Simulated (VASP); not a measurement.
Here is the system:

```yaml
crystal:
  lattice:
    - [1.59122, -2.75608, 0.00000]
    - [1.59122, 2.75608, 0.00000]
    - [0.00000, 0.00000, 5.18010]
  atoms:
    - { symbol: Ga, position: [0.66667, 0.33333, 0.50003] }
    - { symbol: Ga, position: [0.33333, 0.66667, 0.00003] }
    - { symbol: N, position: [0.66667, 0.33333, 0.87697] }
    - { symbol: N, position: [0.33333, 0.66667, 0.37697] }
```

Method: PBEsol GGA with spin-orbit coupling, VASP's PBE PAW potentials (set 64) (plane waves; VASP). Numerical set-up: 520 eV cut-off, 7×7×4 Γ-centred mesh, Gaussian smearing of 0.050 eV, potentials Ga_d N.

**Question.** Give the energies of bands 27 to 40 at the high-symmetry points, in eV from the valence-band maximum.

**Answer.** 
```
band      Γ      M      K      A      L      H
----  -----  -----  -----  -----  -----  -----
27    -1.07  -5.35  -5.41  -3.88  -6.69  -6.24
28    -1.07  -5.35  -5.41  -3.88  -6.69  -6.24
29    -1.04  -4.27  -5.39  -0.55  -1.99  -4.31
30    -1.04  -4.27  -5.39  -0.55  -1.99  -4.31
31    -0.04  -2.80  -3.07  -0.55  -1.99  -4.26
32    -0.04  -2.80  -3.03  -0.55  -1.99  -4.26
33    -0.01  -2.26  -3.03  -0.54  -1.92  -1.50
34    -0.01  -2.26  -3.01  -0.54  -1.92  -1.50
35     0.00  -1.02  -2.78  -0.54  -1.92  -1.50
36     0.00  -1.02  -2.78  -0.54  -1.92  -1.50
37     1.90   4.94   5.01   4.22   4.31   6.35
38     1.90   4.94   5.01   4.22   4.31   6.35
39     4.21   5.52   7.80   4.22   4.31   6.37
40     4.21   5.52   7.80   4.22   4.31   6.37
```

The gap is direct, 1.90 eV, from the valence maximum at Γ to the conduction minimum at Γ.

Measured: gap 3.68 eV (computed value off by -1.78 eV), as given by Wei Chen et al., Physical Review Materials (2018), doi:10.1103/physrevmaterials.2.073803 [zero-point renormalisation of 0.17 eV added back (the table's ZPR column)].

The compound is GaN in the wurtzite structure. It was relaxed first.
